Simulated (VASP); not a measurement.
Given:

```
CELL_PARAMETERS angstrom
      3.30636     0.00000     0.00000
      0.00000     3.30636     0.00000
      0.00000     0.00000     3.30636
ATOMIC_POSITIONS crystal
  In 0.50000 0.50000 0.50000
  Pd 0.00000 0.00000 0.00000
```

Calculation: PBE GGA with spin-orbit coupling, VASP's PBE PAW potentials (set 64) (plane waves; VASP). Settings: 400 eV cut-off, 10×10×10 Γ-centred mesh, Gaussian smearing of 0.050 eV, potentials In_d Pd.

Q: The job: PdIn (CsCl type), 2 atoms, PBE+SOC, static run, 400 eV, 10×10×10 Γ-centred mesh. Roughly how much core time does it take on a busy server core?

A: About 2 core-minutes (one run on a shared machine, a rough figure). It had 56 irreducible k-points, 30 bands, up to 1382 plane waves and 12 electronic steps.

The compound is PdIn in the CsCl type structure. It was relaxed first, which changed the volume by +5 %.
